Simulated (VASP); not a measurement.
# TiMoSe3 in VASP: notebook, part 2 of 2

VASP 6.6.1. Earlier steps stand in the parts before.

## (3) Relaxation of cell and atoms, PBE

This run uses another cell than the first one, of 23.79 Å³/atom, 0.938 times its volume.

Contents of INCAR:

```
ALGO     = Fast           # electronic algorithm
EDIFF    = 1E-4           # SCF threshold, eV
EDIFFG   = -0.08          # ionic threshold
ENCUT    = 520            # plane-wave cutoff, eV
GGA      = PE             # functional
IBRION   = 2              # ionic algorithm
ISIF     = 3              # what is computed and relaxed
ISMEAR   = 0              # smearing method
LASPH    = True           # aspherical terms in the spheres
LCHARG   = False          # write CHGCAR
LREAL    = False          # projectors in reciprocal space
LWAVE    = False          # write WAVECAR
NELM     = 60             # most SCF steps
NSW      = 24             # ionic steps
PREC     = Normal         # precision mode
SIGMA    = 0.15           # smearing width, eV
```

Contents of KPOINTS:

```
k-points
0
Gamma
  3 3 3
```

Contents of POSCAR:

```
TiMoSe3
1.0
    4.9179399500      0.0000000000      0.0000000000
    0.0000000000      4.9179399500      0.0000000000
    0.0000000000      0.0000000000      4.9179399500
Ti Mo Se
1 1 3
Direct
    0.5000000000      0.5000000000      0.5000000000
    0.0000000000      0.0000000000      0.0000000000
    0.0000000000      0.5000000000      0.5000000000
    0.5000000000      0.0000000000      0.5000000000
    0.5000000000      0.5000000000      0.0000000000
```

Potentials or basis: VASP PAW PBE potentials, release 64 (Ti_sv, Mo_sv, Se).

Launch:

```bash
$ cat potpaw_PBE.64/Ti_sv/POTCAR potpaw_PBE.64/Mo_sv/POTCAR potpaw_PBE.64/Se/POTCAR > POTCAR
$ mpirun -np 1 vasp_std > vasp.out
```

OUTCAR:

```text
EDIFF = 1E-4
   EDIFFG = -0.08
   ENCUT = 520
   GGA = PE
   IBRION = 2
   ISIF = 3
   ISMEAR = 0
   LASPH = True
   LREAL = False
   NELM = 60
   NSW = 24
   PREC = Normal

 ion  position               nearest neighbor table
   1  0.500  0.500  0.500-   3 2.46   4 2.46   5 2.46   5 2.46   4 2.46   3 2.46
   2  0.000  0.000  0.000-
   3  0.000  0.500  0.500-   1 2.46   1 2.46
   4  0.500  0.000  0.500-   1 2.46   1 2.46
   5  0.500  0.500  0.000-   1 2.46   1 2.46

  LATTYP: Found a simple cubic cell.
 ALAT       =     4.9179399500

  Lattice vectors:

 A1 = (   4.9179399500,   0.0000000000,   0.0000000000)
 A2 = (   0.0000000000,   4.9179399500,   0.0000000000)
 A3 = (   0.0000000000,   0.0000000000,   4.9179399500)

Analysis of symmetry for initial positions (statically):
=====================================================================
 Subroutine PRICEL returns:
 Original cell was already a primitive cell.

 Routine SETGRP: Setting up the symmetry group for a
 simple cubic supercell.

 Subroutine GETGRP returns: Found 48 space group operations
 (whereof 48 operations were pure point group operations)
 out of a pool of 48 trial point group operations.

The static configuration has the point symmetry O_h .

Analysis of symmetry for dynamics (positions and initial velocities):
[... 131 lines left out ...]
  energy-cutoff  :      520.00
  volume of cell :      118.95
 maximum number of plane-waves:      3217
   NGX = 19   NGY = 19   NGZ = 19

--------------------------------------- Ionic step        1  -------------------------------------------

 number of electron      43.9999948 magnetization

 Free energy of the ion-electron system (eV)
  ---------------------------------------------------
  ext. energy  EPLUGINS =         0.00000000
  ---------------------------------------------------
  free energy    TOTEN  =       -26.47312587 eV

  energy without entropy =      -26.36868131  energy(sigma->0) =      -26.42090359

 E-fermi :   4.8445     XC(G=0):  -9.9320

 val. band max:        4.7599608243   @ k =   0.3333   0.3333   0.3333
 cond. band min:       4.8570479811   @ k =   0.3333   0.0000   0.0000
 fundamental gap:      0.0970871568
 Fermi energy:         4.8444568641

 k-point     1 :       0.0000    0.0000    0.0000
  band No.  band energies     occupation
      1     -56.3694      2.00000
      2     -52.8566      2.00000
      3     -30.4225      2.00000
      4     -30.4225      2.00000
      5     -30.4225      2.00000
      6     -29.1392      2.00000
[... 182 lines left out ...]
--------------------------------------- Ionic step        3  -------------------------------------------

 number of electron      44.0000025 magnetization

 Free energy of the ion-electron system (eV)
  ---------------------------------------------------
  ext. energy  EPLUGINS =         0.00000000
  ---------------------------------------------------
  free energy    TOTEN  =       -26.56090705 eV

  energy without entropy =      -26.46219350  energy(sigma->0) =      -26.51155028

 E-fermi :   5.4277     XC(G=0): -10.2034

 val. band max:        5.3440785014   @ k =   0.3333   0.3333   0.3333
 cond. band min:       5.4316437633   @ k =   0.3333   0.0000   0.0000
 fundamental gap:      0.0875652619
 Fermi energy:         5.4276637743

 k-point     1 :       0.0000    0.0000    0.0000
  band No.  band energies     occupation
      1     -55.7675      2.00000
      2     -52.1205      2.00000
      3     -29.8210      2.00000
      4     -29.8210      2.00000
      5     -29.8210      2.00000
      6     -28.4325      2.00000
[... 137 lines left out ...]
  FREE ENERGIE OF THE ION-ELECTRON SYSTEM (eV)
  ---------------------------------------------------
  free  energy   TOTEN  =       -26.5609070528 eV

  energy  without entropy=      -26.4621935026  energy(sigma->0) =      -26.51155028

 reached required accuracy - stopping structural energy minimisation
```

CONTCAR:

```text
TiMoSe3
   1.00000000000000
     4.8226580822141170   -0.0000000000000000   -0.0000000000000000
    -0.0000000000000000    4.8226580822141170   -0.0000000000000000
     0.0000000000000000   -0.0000000000000000    4.8226580822141170
  Ti              Mo              Se
     1     1     3
Direct
     0.5000000000000000    0.5000000000000000    0.5000000000000000
     0.0000000000000000    0.0000000000000000    0.0000000000000000
     0.0000000000000000    0.5000000000000000    0.5000000000000000
     0.5000000000000000    0.0000000000000000    0.5000000000000000
     0.5000000000000000    0.5000000000000000    0.0000000000000000

  0.00000000E+00  0.00000000E+00  0.00000000E+00
  0.00000000E+00  0.00000000E+00  0.00000000E+00
  0.00000000E+00  0.00000000E+00  0.00000000E+00
  0.00000000E+00  0.00000000E+00  0.00000000E+00
  0.00000000E+00  0.00000000E+00  0.00000000E+00
```

Wall time 24 s (1 thread of Intel Xeon 6975P-C (Granite Rapids), shared host); peak memory 0.16 GiB.

Results:

```yaml
Free_energy: -26.5609 eV
Relaxed_volume: 22.43 Å³/atom
Relaxed_cell: a = 4.823 Å, b = 4.823 Å, c = 4.823 Å, α = 90.00°, β = 90.00°, γ = 90.00°
Space_group_after_relaxing_to_0.05_Å: Pm-3m (No. 221)
Energy_gained_by_relaxing: 17.6 meV/atom
Ionic_steps: 3
Pressure_after_relaxing: 0.0 GPa
Band_gap_on_the_k_mesh: none (metal or under the smearing width)
```

The path:
| step | energy change (eV) | largest force (eV/Å) | pressure (GPa) | volume (Å³) |
| --- | --- | --- | --- | --- |
| 1 | 0.0000 | 0.0000 | -3.94 | 118.95 |
| 2 | -0.0676 | 0.0000 | 2.14 | 109.16 |
| 3 | -0.0878 | 0.0000 | 0.04 | 112.17 |

Final structure:
```
Ti Mo Se
1.0
     4.82266    0.00000    0.00000
     0.00000    4.82266    0.00000
     0.00000    0.00000    4.82266
Ti Mo Se
1 1 3
Direct
  0.50000 0.50000 0.50000
  0.00000 0.00000 0.00000
  0.00000 0.50000 0.50000
  0.50000 0.00000 0.50000
  0.50000 0.50000 0.00000
```

Caveat: the k mesh is coarse (spacing up to 0.43 Å⁻¹), so the values aren't converged; the relaxation stopped at a loose force limit of 0.08 eV/Å, so its end isn't a converged minimum.

## (4) Relaxation of cell and atoms, PBE

This run uses another cell than the first one, of 21.44 Å³/atom, 0.845 times its volume.

INCAR is that of step 3.

Contents of KPOINTS:

```
k-points
0
Gamma
  5 5 2
```

Contents of POSCAR:

```
TiMoSe3
1.0
    3.4500000000      0.0000000000      0.0000000000
   -1.7250000000      2.9877876400      0.0000000000
    0.0000000000      0.0000000000     10.4000000000
Ti Mo Se
1 1 3
Direct
    0.0000000000      0.0000000000      0.4650000000
    0.6666666700      0.3333333300      0.1620000000
    0.6666666700      0.3333333300      0.6000000000
    0.3333333300      0.6666666700      0.3240000000
    0.3333333300      0.6666666700      0.0000000000
```

Launch:

```bash
$ cat potpaw_PBE.64/Ti_sv/POTCAR potpaw_PBE.64/Mo_sv/POTCAR potpaw_PBE.64/Se/POTCAR > POTCAR
$ mpirun -np 1 vasp_std > vasp.out
```

Run time: 1.9 min. Hardware: 1 thread of Intel Xeon 6975P-C (Granite Rapids), shared host; peak memory 0.18 GiB.

The run converged. Its results:

```yaml
Free_energy: -32.2176 eV
Relaxed_volume: 22.45 Å³/atom
Relaxed_cell: a = 3.358 Å, b = 3.358 Å, c = 11.495 Å, α = 90.00°, β = 90.00°, γ = 120.00°
Space_group_after_relaxing_to_0.05_Å: P3m1 (No. 156)
Energy_gained_by_relaxing: 118.0 meV/atom
Ionic_steps: 13
Pressure_after_relaxing: 0.0 GPa
Largest_force_after_relaxing: 0.018 eV/Å
Band_gap_on_the_k_mesh: none (metal or under the smearing width)
```

Forces on the atoms (eV/Å):
```
Ti   0.000  0.000  0.018
Mo   0.000  0.000  0.000
Se   0.000  0.000 -0.006
Se   0.000  0.000 -0.015
Se   0.000  0.000  0.002
```

Stress tensor (GPa, compression positive):
```
 0.20  0.00  0.00
 0.00  0.20  0.00
 0.00  0.00 -0.41
```

Step by step:
| step | energy change (eV) | largest force (eV/Å) | pressure (GPa) | volume (Å³) |
| --- | --- | --- | --- | --- |
| 1 | 0.0000 | 2.0946 | 6.04 | 107.20 |
| 2 | -0.2513 | 1.3092 | -5.31 | 120.22 |
| 3 | -0.3080 | 1.1618 | -2.59 | 116.06 |
| 4 | -0.4697 | 0.5263 | -0.34 | 114.48 |
| 5 | -0.4726 | 0.5638 | -0.01 | 114.28 |
| 6 | -0.5408 | 0.4596 | 0.12 | 113.77 |
| 7 | -0.5793 | 0.3689 | 0.54 | 112.87 |
| 8 | -0.5804 | 0.3459 | 0.55 | 112.69 |
| 9 | -0.5770 | 0.3614 | -1.42 | 114.32 |
| 10 | -0.5853 | 0.1777 | -0.36 | 113.38 |
| 11 | -0.5883 | 0.1134 | -0.11 | 112.76 |
| 12 | -0.5889 | 0.0983 | 0.15 | 112.22 |
| 13 | -0.5902 | 0.0181 | 0.00 | 112.27 |

Final structure:
```
CELL_PARAMETERS angstrom
3.35821 0.00000 0.00000
-1.67910 2.90829 0.00000
0.00000 0.00000 11.49532
ATOMIC_POSITIONS crystal
Ti 0.00000 0.00000 0.47397
Mo 0.66667 0.33333 0.14712
Se 0.66667 0.33333 0.61280
Se 0.33333 0.66667 0.31187
Se 0.33333 0.66667 0.00524
```

Levels at points of the mesh, in eV from the Fermi level:
```csv
k point,band 19,band 20,band 21,band 22,band 23,band 24,band 25,band 26
"(0.00, 0.00, 0.00)",-1.29,-1.29,-1.20,0.20,0.48,0.48,0.77,0.77
"(0.00, 0.00, 0.50)",-1.28,-1.28,-1.07,0.19,0.48,0.48,0.77,0.77
```

Caveat: the k mesh is coarse (spacing up to 0.42 Å⁻¹), so the values aren't converged; this functional lacks dispersion, which binds the layers, so the pressure and a relaxed spacing across them are unreliable; the relaxation stopped at a loose force limit of 0.08 eV/Å, so its end isn't a converged minimum.

## (5) Relaxation of cell and atoms, PBE

This run uses another cell than the first one, of 20.55 Å³/atom, 0.810 times its volume.

INCAR is that of step 4.

Contents of KPOINTS:

```
k-points
0
Gamma
  3 3 3
```

Contents of POSCAR:

```
TiMoSe3
1.0
    4.6838316600      0.0000000000      0.0000000000
    0.0000000000      4.6838316600      0.0000000000
    0.0000000000      0.0000000000      4.6838316600
Ti Mo Se
1 1 3
Direct
    0.0000000000      0.0000000000      0.0000000000
    0.5000000000      0.5000000000      0.5000000000
    0.5000000000      0.5000000000      0.0000000000
    0.0000000000      0.5000000000      0.5000000000
    0.5000000000      0.0000000000      0.5000000000
```

Potentials or basis: VASP PAW PBE potentials, release 64 (Ti_sv, Mo_sv, Se).

Launch:

```bash
$ cat potpaw_PBE.64/Ti_sv/POTCAR potpaw_PBE.64/Mo_sv/POTCAR potpaw_PBE.64/Se/POTCAR > POTCAR
$ mpirun -np 1 vasp_std > vasp.out
```

OUTCAR:

```text
EDIFF = 1E-4
   EDIFFG = -0.08
   ENCUT = 520
   GGA = PE
   IBRION = 2
   ISIF = 3
   ISMEAR = 0
   LASPH = True
   LREAL = False
   NELM = 60
   NSW = 24
   PREC = Normal

 ion  position               nearest neighbor table
   1  0.000  0.000  0.000-
   2  0.500  0.500  0.500-   3 2.34   4 2.34   5 2.34   3 2.34   5 2.34   4 2.34
   3  0.500  0.500  0.000-   2 2.34   2 2.34
   4  0.000  0.500  0.500-   2 2.34   2 2.34
   5  0.500  0.000  0.500-   2 2.34   2 2.34

  LATTYP: Found a simple cubic cell.
 ALAT       =     4.6838316600

  Lattice vectors:

 A1 = (   4.6838316600,   0.0000000000,   0.0000000000)
[... 166 lines left out ...]

------------------------ aborting loop because EDIFF is reached ----------------------------------------

  FORCE on cell =-STRESS in cart. coord.  units (eV):
  Direction    XX          YY          ZZ          XY          YZ          ZX
  --------------------------------------------------------------------------------------
  -------------------------------------------------------------------------------------
  Total       10.3099626     10.3099626     10.3099626      0.0000000     -0.0000000     -0.0000000
  in kB      160.7547587    160.7547587    160.7547587      0.0000000     -0.0000000     -0.0000000
  external PRESSURE =     160.7547587 kB  Pullay stress =       0.0000000 kB
[... 545 lines left out ...]
--------------------------------------- Ionic step        9  -------------------------------------------

 number of electron      43.9999929 magnetization

 Free energy of the ion-electron system (eV)
  ---------------------------------------------------
  ext. energy  EPLUGINS =         0.00000000
  ---------------------------------------------------
  free energy    TOTEN  =       -26.86318568 eV

  energy without entropy =      -26.69818820  energy(sigma->0) =      -26.78068694

 E-fermi :   5.3408     XC(G=0):  -9.8747

 val. band max:        5.3244911748   @ k =   0.0000   0.0000   0.0000
 cond. band min:       5.3806744304   @ k =   0.3333   0.0000   0.0000
 fundamental gap:      0.0561832555
 Fermi energy:         5.3407728464
[... 146 lines left out ...]
  FREE ENERGIE OF THE ION-ELECTRON SYSTEM (eV)
  ---------------------------------------------------
  free  energy   TOTEN  =       -26.8631856846 eV

  energy  without entropy=      -26.6981881980  energy(sigma->0) =      -26.78068694

 reached required accuracy - stopping structural energy minimisation
```

OSZICAR:

```text
N       E                     dE             d eps       ncg     rms          rms(c)
DAV:   1     0.475771891814E+03    0.47577E+03   -0.22729E+04   224   0.165E+03
DAV:   2     0.178357676841E+02   -0.45794E+03   -0.44973E+03   234   0.450E+02
DAV:   3    -0.298589666568E+02   -0.47695E+02   -0.46540E+02   330   0.120E+02
[... 353 lines left out ...]
RMM:   5    -0.268629937679E+02    0.30494E-03   -0.18590E-02   256   0.618E-01    0.192E-01
RMM:   6    -0.268628858121E+02    0.10796E-03   -0.24073E-03   240   0.289E-01    0.774E-02
RMM:   7    -0.268630444626E+02   -0.15865E-03   -0.12752E-03   202   0.128E-01    0.716E-02
RMM:   8    -0.268631635108E+02   -0.11905E-03   -0.31189E-04   154   0.849E-02    0.377E-02
RMM:   9    -0.268631856846E+02   -0.22174E-04   -0.24222E-04   150   0.759E-02
   9 F= -.26863186E+02 E0= -.26780687E+02  d E =-.994066E+00
```

CONTCAR:

```text
TiMoSe3
   1.00000000000000
     4.9133993920505432   -0.0000000000000000   -0.0000000000000000
     0.0000000000000000    4.9133993920505432   -0.0000000000000000
    -0.0000000000000000   -0.0000000000000000    4.9133993920505432
  Ti              Mo              Se
     1     1     3
Direct
     0.0000000000000000    0.0000000000000000    0.0000000000000000
     0.5000000000000000    0.5000000000000000    0.5000000000000000
     0.5000000000000000    0.5000000000000000    0.0000000000000000
     0.0000000000000000    0.5000000000000000    0.5000000000000000
     0.5000000000000000    0.0000000000000000    0.5000000000000000

  0.00000000E+00  0.00000000E+00  0.00000000E+00
  0.00000000E+00  0.00000000E+00  0.00000000E+00
  0.00000000E+00  0.00000000E+00  0.00000000E+00
  0.00000000E+00  0.00000000E+00  0.00000000E+00
  0.00000000E+00  0.00000000E+00  0.00000000E+00
```

It took 2.4 min on 1 thread of Intel Xeon 6975P-C (Granite Rapids), shared host; peak memory 0.17 GiB.

Results:

| Property | Result |
| --- | --- |
| Free energy | -26.8632 eV |
| Relaxed volume | 23.72 Å³/atom |
| Relaxed cell | a = 4.913 Å, b = 4.913 Å, c = 4.913 Å, α = 90.00°, β = 90.00°, γ = 90.00° |
| Space group after relaxing (to 0.05 Å) | Pm-3m (No. 221) |
| Energy gained by relaxing | 139.0 meV/atom |
| Ionic steps | 9 |
| Pressure after relaxing | 0.0 GPa |

Step by step:
| step | energy change (eV) | largest force (eV/Å) | pressure (GPa) | volume (Å³) |
| --- | --- | --- | --- | --- |
| 1 | 0.0000 | 0.0000 | 16.08 | 102.76 |
| 2 | 13.2322 | 0.0000 | 3.19 | 136.57 |
| 3 | 5.7977 | 0.0000 | -7.04 | 150.30 |
| 4 | 1.9195 | 0.0000 | -7.99 | 140.49 |
| 5 | 0.2990 | 0.0000 | -7.99 | 137.66 |
| 6 | -0.5710 | 0.0000 | 3.00 | 111.92 |
| 7 | -0.6559 | 0.0000 | 2.99 | 114.53 |
| 8 | -0.6920 | 0.0000 | -0.79 | 119.76 |
| 9 | -0.6950 | 0.0000 | -0.02 | 118.62 |

Final structure:
```
Ti Mo Se
1.0
     4.91340    0.00000    0.00000
     0.00000    4.91340    0.00000
     0.00000    0.00000    4.91340
Ti Mo Se
1 1 3
Direct
  0.00000 0.00000 0.00000
  0.50000 0.50000 0.50000
  0.50000 0.50000 0.00000
  0.00000 0.50000 0.50000
  0.50000 0.00000 0.50000
```

Caveat: the k mesh is coarse (spacing up to 0.45 Å⁻¹), so the values aren't converged; the volume moved by over 15 % at a fixed basis, so the end points are rough; the bands computed are all filled at some k points, so no gap is given; the relaxation stopped at a loose force limit of 0.08 eV/Å, so its end isn't a converged minimum.
